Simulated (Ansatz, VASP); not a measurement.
# BaAs in two plane-wave programs

One calculation is typed for both programs; each brings its own data sets and cutoff. How far apart do they land? The cell is invented: other elements were put on sites of a known structure type. It may not be a known or stable phase. The cell is taken from a series of VASP runs on this material, whose earlier steps may have relaxed, scaled or displaced it; both programs get it as it stands.

Calculated with Ansatz 0.2.0; plane waves, with VASP 6.6.1 beside it; single point at PBE.

## (1) The structure

It takes space group Pm-3m (No. 221, cubic). The conventional cell has a = 4.047 Å, b = 4.047 Å, c = 4.047 Å, α = 90.00°, β = 90.00°, γ = 90.00°. Nearest to Ba lie 8 As at 3.51 Å. Nearest to As lie 8 Ba at 3.51 Å. Farther neighbours are not listed.

Structure file:

```cif
data_structure
_symmetry_space_group_name_H-M 'P 1'
_symmetry_Int_Tables_number 1
_cell_length_a 4.0474
_cell_length_b 4.0474
_cell_length_c 4.0474
_cell_angle_alpha 90.000
_cell_angle_beta 90.000
_cell_angle_gamma 90.000
_cell_volume 66.30
loop_
_atom_site_label
_atom_site_type_symbol
_atom_site_fract_x
_atom_site_fract_y
_atom_site_fract_z
_atom_site_occupancy
Ba1 Ba 0.00000 0.00000 0.00000 1
As2 As 0.50000 0.50000 0.50000 1
```

## (2) Ansatz: single point, PBE

Ansatz runs on its default PAW (the set named soft_2) files.

With cell and atoms fixed, the geometry can't cause a difference; cores, projectors, grids and the points listed under the comparison can.

input.yaml

```yaml
crystal:
  lattice:
    - [4.0473797389, 0.0, 0.0]
    - [0.0, 4.0473797389, 0.0]
    - [0.0, 0.0, 4.0473797389]
  atoms:
    - { symbol: Ba, position: [0.0, 0.0, 0.0] }
    - { symbol: As, position: [0.5, 0.5, 0.5] }
hamiltonian:
  xc: pbe
  pseudopotentials: { kind: paw }
kpoints:
  mp_grid: { grid: [6, 6, 6] }
scf:
  occupations: { method: fermi_dirac, width: 0.05 }
  n_extra_bands: 4
output:
  forces: true
  stress: true
  eigenvalues: true
```

The run is started by

```
> ansatz run input.yaml --threads 2 --pin off --max-ram 4608MiB --backend cpu --events-out ev --progress --plain --runs-dir out
```

Numbers of over 12 decimals in the logs are rounded to 6 here.

What it wrote:

```text
scf.n_extra_bands = 4 over 13 filled bands (N_el = 25.0): the run solves 17 bands
Engine: ansatz 0.2.0, aarch64-unknown-linux-gnu
Pseudopotentials: kind: paw
Pseudopotential: Ba, paw, valence charge 10, recommended cutoff 420 eV (normal), Ba.paw.azcp
Pseudopotential: As, paw, valence charge 15, recommended cutoff 420 eV (normal), As.paw.azcp
Functional definition: PBE
  parameter kappa = 0.804
  parameter beta = 0.066725
  exchange = pbe_x(kappa = kappa, mu = beta*pi^2/3)
  correlation = pbe_c(beta = beta)
Crystal: 2 atoms, lattice volume = 66.301 Å³
Basis set: ecut = 420 eV, 1309 PW (Γ), exchange–correlation on 60×60×60 points (8 copies of the dense FFT grid, shifted against one another)
Bands: 17, of which v1, the nominal top of the filled ones, is band 13 counted from 1 (12 counted from 0)
Symmetry: 48 space group operations
Space group: Pm-3m (ITA 221), of the structure as read, at distance tolerance 4.0e-5 Å
k-points: 20 of 216
Non-local potential: Ba, projectors of the file, l = 0: 3, l = 1: 2, l = 2: 2, l = 3: 2
Non-local potential: As, projectors of the file, l = 0: 2, l = 1: 2, l = 2: 3, l = 3: 1
PAW form: soft (Blöchl's): semilocal exchange-correlation on the pseudo side does not see the compensation charge
PAW one-centre angular grid: Ba, 194 points (default); XC on 64 Gauss nodes
PAW one-centre angular grid: As, 590 points (default); XC on 64 Gauss nodes
Initial density: superposition of atomic densities (neutral atoms: chi_scale 0, normalization atom), corrected by the library's trained network
Initial wavefunctions: pseudopotential atomic-orbital guess
Functional: x = pbe(κ = 0.804, μ = 0.219515), c = pbe(β = 0.066725)
SCF iter   1: F=—  HF=-10807.339186 eV  |F-HF|=—  |Δ(HF+E_count)|=         —  Δρ=1.11e-3  dr2=1.49e-3  ethr=1.77e-3  ⟨swp⟩=9.4  Hψ=2240  notcnv=0
preconditioner: auto → Resta (q_TF=auto, 2.319 Å⁻¹)  ε∞=3.1  [insulator: Δε(μ)=0.161 eV  Ē_g=11.308 eV  σ=0.050 eV  W_gap=0.62  n_scr=18 (ndim 8)  ℏωp=16.4 eV  f_vac=0.000  D(μ)=1.56/eV (n_scr^D=6)  ε∞_Penn≈3.1]
SCF iter   2: F=—  HF=-10807.339502 eV  |F-HF|=—  |Δ(HF+E_count)|=   3.17e-4  Δρ=6.61e-4  dr2=5.29e-4  ethr=5.97e-6  ⟨swp⟩=2.4  Hψ=701  notcnv=0
SCF iter   3: F=—  HF=-10807.339740 eV  |F-HF|=—  |Δ(HF+E_count)|=   2.37e-4  Δρ=2.56e-4  dr2=7.61e-5  ethr=2.11e-6  ⟨swp⟩=2.9  Hψ=559  notcnv=0
SCF iter   4: F=—  HF=-10807.339706 eV  |F-HF|=—  |Δ(HF+E_count)|=   3.37e-5  Δρ=9.43e-5  dr2=4.26e-6  ethr=3.04e-7  ⟨swp⟩=2.0  Hψ=584  notcnv=0
SCF iter   5: F=—  HF=-10807.339708 eV  |F-HF|=—  |Δ(HF+E_count)|=   2.21e-6  Δρ=2.34e-5  dr2=4.45e-7  ethr=1.70e-8  ⟨swp⟩=2.0  Hψ=590  notcnv=0
SCF iter   6: F=-10807.339708 eV  HF=-10807.339708 eV  |F-HF|=1.47e-8  |Δ(HF+E_count)|=   2.99e-7  Δρ=6.66e-6  dr2=2.85e-8  ethr=4.00e-10  ⟨swp⟩=6.6  Hψ=1816  notcnv=0
SCF 1 converged in 6 iterations: F = -10807.339708 eV  dr2 = 2.85e-8
  greatest PAW one-centre occupation: 0.999 electrons in one spin orbital (limit 2), on the As atom at site 1 (counted from 0), in its partial waves of l = 2
SCF converged after 6 iterations
Free energy (F): -10807.339708 eV
Harris-Foulkes:  -10807.339708 eV  (|F-HF|=1.47e-8)
Internal energy: -10807.325730 eV  (E = F + TS)
E sigma→0 (E₀):  -10807.332719 eV
Entropy (-TS):   -0.013979 eV (-6.989 meV/atom)
Fermi energy:    8.352556 eV
--- Per-component energies (eV) ---
  E_band       = -291.539598
  E_kinetic    = 270.781685
  E_local      = -2245.546178  (includes V_loc(G=0)·N_el)
  E_nonlocal   = -613.954976
  E_hartree    = 1157.626501
  E_xc         = -247.193219
  E_vxc        = -214.728138  (∫ρ·V_xc dr)
  E_paw        = -7060.725668  (= ΣΔE_a)
  E_vpaw       = 196.653853  (= ΣTr[D̂ρ^β])
  E_aug_tail   = 0.000006  (compensation charges beyond the density's cutoff)
  E_ewald      = -2068.313881
  E_smearing   = -0.013979  (= −TS)
  E_closure    = 0.000000  (closes the sum)
  Σ components = -10807.339708   (vs F -10807.339708, Δ=0.00e0)
--- Forces (eV/Å), atoms counted from 1 ---
  atom   1  Ba    -0.00000000    -0.00000000     0.00000000
  atom   2  As     0.00000000    -0.00000000    -0.00000000
  max |Σ_I F_I| component: 2.70e-30 eV/Å
--- Stress (GPa, compression-positive) ---
       -0.744002      -0.000000       0.000000
        0.000000      -0.744002       0.000000
        0.000000       0.000000      -0.744002
  P = ⅓ Tr σ = -0.7440 GPa (-7.440 kbar)
--- Band table (eV; the first three rows and the last of 20) ---
  k-point 0: bands = [... 9 lower, -1.4557, 8.9023, 8.9023, 8.9023, 9.3976, 9.3976, 11.5344, 13.8710]
  k-point 1: bands = [... 9 lower, -1.1988, 7.5359, 8.7309, 8.7309, 9.5675, 10.4089, 12.6549, 13.9053]
  k-point 2: bands = [... 9 lower, -0.7257, 6.1181, 8.3993, 8.3993, 9.9989, 12.2472, 13.8600, 14.1577]
  k-point 19: bands = [... 9 lower, -0.4094, 5.9329, 5.9329, 5.9329, 14.3102, 14.3102, 14.3102, 15.7230]
```

It took 1 s on 2 threads of Arm Neoverse V2, shared host; peak memory 0.32 GiB; 1.7 s of CPU time.

The column dr2 measures how far the density is from self-consistency, as an energy; F and HF (Harris–Foulkes) agree once it is small.

The run ends at a pressure of -0.74 GPa.

## (3) VASP: single point, PBE

The same cell, functional, mesh and smearing now go to VASP, with its own data sets and cutoff.

Lines of VASP's logs that name or quote its potential files are left out, and so is its time.

INCAR

```
SYSTEM = BaAs
PREC = Accurate
ENCUT = 400
EDIFF = 1E-06
NELM = 100
ISMEAR = -1
SIGMA = 0.05
LREAL = .FALSE.
ALGO = Normal
GGA = PE
NBANDS = 13
LORBIT = 11
LWAVE = .FALSE.
LCHARG = .FALSE.
ISIF = 2
```

POSCAR

```
BaAs
1.0
    4.0473797389      0.0000000000      0.0000000000
    0.0000000000      4.0473797389      0.0000000000
    0.0000000000      0.0000000000      4.0473797389
Ba As
1 1
Direct
    0.0000000000      0.0000000000      0.0000000000
    0.5000000000      0.5000000000      0.5000000000
```

KPOINTS

```
Automatic mesh
0
Gamma
6 6 6
0 0 0
```

Potentials, in the order of the species: Ba_sv and As (PBE family, release 64).

The run is started by

```
> mpirun -np 1 vasp_std
```

What it wrote:

```text
[banner, memory and clock lines left out]
running    1 mpi-ranks, on    1 nodes
 distrk:  each k-point on    1 cores,    1 groups
 distr:  one band on    1 cores,    1 groups

 POSCAR found type information on POSCAR BaAs
 POSCAR found :  2 types and       2 ions
 LDA part: xc-table for (Slater+PW92), standard interpolation
 POSCAR, INCAR and KPOINTS ok, starting setup
 FFT: planning ... GRIDC
 FFT: planning ... GRID_SOFT
 FFT: planning ... GRID
 WAVECAR not read
 entering main loop
       N       E                     dE             d eps       ncg     rms          rms(c)
DAV:   1     0.608781029018E+02    0.60878E+02   -0.51837E+03   520   0.766E+02
DAV:   2    -0.517346341476E+01   -0.66052E+02   -0.62417E+02   668   0.152E+02
DAV:   3    -0.818518327446E+01   -0.30117E+01   -0.29422E+01   679   0.336E+01
DAV:   4    -0.824004761762E+01   -0.54864E-01   -0.54834E-01   662   0.459E+00
DAV:   5    -0.824196409094E+01   -0.19165E-02   -0.19164E-02   777   0.643E-01    0.330E+00
DAV:   6    -0.817841167658E+01    0.63552E-01   -0.81167E-02   667   0.172E+00    0.203E+00
DAV:   7    -0.817274550964E+01    0.56662E-02   -0.68315E-02   748   0.172E+00    0.396E-01
DAV:   8    -0.817388956624E+01   -0.11441E-02   -0.69512E-03   560   0.526E-01    0.936E-02
DAV:   9    -0.817422315501E+01   -0.33359E-03   -0.61468E-04   660   0.203E-01    0.421E-02
DAV:  10    -0.817423642475E+01   -0.13270E-04   -0.55733E-05   620   0.533E-02    0.184E-02
DAV:  11    -0.817423701804E+01   -0.59329E-06   -0.23150E-05   714   0.260E-02    0.844E-03
DAV:  12    -0.817423552158E+01    0.14965E-05   -0.15975E-06   594   0.950E-03    0.145E-03
DAV:  13    -0.817423571928E+01   -0.19770E-06   -0.84864E-08   335   0.186E-03
   1 F= -.81742357E+01 E0= -.81670517E+01  d E =-.143680E-01
```

From OUTCAR (step 3):

```text
ion  position               nearest neighbor table
   1  0.000  0.000  0.000-   2 3.51   2 3.51   2 3.51   2 3.51   2 3.51   2 3.51   2 3.51   2 3.51

  LATTYP: Found a simple cubic cell.
 ALAT       =     4.0473797389

 Subroutine GETGRP returns: Found 48 space group operations
 (whereof 48 operations were pure point group operations)

The static configuration has the point symmetry O_h .

 Found     20 irreducible k-points:

   k-points           NKPTS =     20   k-points in BZ     NKDIM =     20   number of bands    NBANDS=     13

   dimension x,y,z NGX =    28 NGY =   28 NGZ =   28
   dimension x,y,z NGXF=    56 NGYF=   56 NGZF=   56

   ENCUT  =  400.0 eV  29.40 Ry    5.42 a.u.   6.60  6.60  6.60*2*pi/ulx,y,z

   NELECT =      15.0000    total number of electrons

 k-points in reciprocal lattice and weights: Automatic mesh
   0.00000000  0.00000000  0.00000000       0.005
   0.16666667  0.00000000  0.00000000       0.028
   0.33333333  0.00000000  0.00000000       0.028
   0.50000000  0.00000000  0.00000000       0.014
   0.16666667  0.16666667  0.00000000       0.056
   0.33333333  0.16666667  0.00000000       0.111
   0.50000000  0.16666667  0.00000000       0.056
   0.33333333  0.33333333  0.00000000       0.056
   0.50000000  0.33333333  0.00000000       0.056
[...]
0.50000000  0.50000000  0.33333333       0.028
   0.50000000  0.50000000  0.50000000       0.005

 average (electrostatic) potential at core
       1 -37.0197       2 -50.9476

 E-fermi :   2.6854

 k-point     1 :       0.0000    0.0000    0.0000
  band No.  band energies     occupation
      1     -24.9194      2.00000
      2      -9.8817      2.00000
      3      -9.8817      2.00000
      4      -9.8817      2.00000
      5      -7.1355      2.00000
      6       3.2772      0.00001
      7       3.2772      0.00001
      8       3.2772      0.00001
      9       3.6874      0.00000
     10       3.6874      0.00000
    ...

 k-point     2 :       0.1667    0.0000    0.0000
  band No.  band energies     occupation
    ...
      2     -10.1286      2.00000
      3      -9.8624      2.00000
      4      -9.8624      2.00000
      5      -6.8795      2.00000
      6       1.8625      2.00000
      7       3.0872      0.00065
      8       3.0872      0.00065
      9       3.8611      0.00000
     10       4.7497      0.00000
     11       6.9787      0.00000
    ...

 k-point     3 :       0.3333    0.0000    0.0000
  band No.  band energies     occupation
    ...
      4      -9.8232      2.00000
      5      -6.4049      2.00000
      6       0.4288      2.00000
      7       2.7259      0.61629
      8       2.7259      0.61629
      9       4.2945      0.00000
     10       6.6453      0.00000
     11       8.4722      0.00000
     12       8.5272      0.00000
     13       8.7610      0.00000

  Total       -0.0790300     -0.0790300     -0.0790300     -0.0000000     -0.0000000     -0.0000000
  in kB       -1.9097677     -1.9097677     -1.9097677     -0.0000000     -0.0000000     -0.0000000
  external PRESSURE =      -1.9097677 kB  Pullay stress =       0.0000000 kB

  energy-cutoff  :      400.00
  volume of cell :       66.30
      direct lattice vectors                 reciprocal lattice vectors
     4.047379739  0.000000000  0.000000000     0.247073431  0.000000000  0.000000000
     0.000000000  4.047379739  0.000000000     0.000000000  0.247073431  0.000000000
     0.000000000  0.000000000  4.047379739     0.000000000  0.000000000  0.247073431

 POSITION                                       TOTAL-FORCE (eV/Angst)
 -----------------------------------------------------------------------------------
      0.00000      0.00000      0.00000         0.000000      0.000000      0.000000
      2.02369      2.02369      2.02369         0.000000      0.000000      0.000000
 -----------------------------------------------------------------------------------
    total drift:                                0.000000      0.000000      0.000000

  FREE ENERGIE OF THE ION-ELECTRON SYSTEM (eV)
  ---------------------------------------------------
  free  energy   TOTEN  =        -8.1742357193 eV

  energy  without entropy=       -8.1598676989  energy(sigma->0) =       -8.16705171

 total charge
# of ion       s       p       d       tot
------------------------------------------
    1        2.020   5.594   0.302   7.917
    2        1.252   1.440   0.006   2.697
--------------------------------------------------
tot          3.272   7.034   0.308  10.614

[... 3 further parts left out ...]
```

Harder data sets than Ba_sv exist (the GW ones), and pressures, volumes and forces can shift noticeably with them.

## (4) Differences

Known differences besides the potentials themselves: the data sets hold 25 valence electrons in Ansatz (default PAW (the set named soft_2) files) and 15 in VASP; the cutoff is 420 eV in Ansatz and 400 eV in VASP; VASP leaves aspherical gradient terms in its spheres out (LASPH is not set), Ansatz keeps them. Total energies have different zeros and are not compared.

Both answers:

```csv
quantity,Ansatz,VASP,difference
pressure (GPa),-0.74,-0.19,-0.55
```

## (5) Outcome

```json
{
  "difference in pressure (single point, PBE)": "-0.55 GPa"
}
```

**Reading.** The difference in pressure is -0.55 GPa (single point, PBE), within the 1 GPa picked in this series as the mark of a large difference. Such differences can come from data sets, numerical settings and the points named under the comparisons, not from the functional's error against experiment.

[Lines on the potential files, build, host, timing and source positions are cut from VASP's logs without a mark.]

[Logs are printed without paths, hosts, clocks, repeated set-up lines and the standing remarks that a program may print on its own settings, such as how far it seeks lower states.]

[Hosts, paths, dates, database ids (printed as entryN), source tags and the programs' standing remarks are cut or masked in the printed files.]
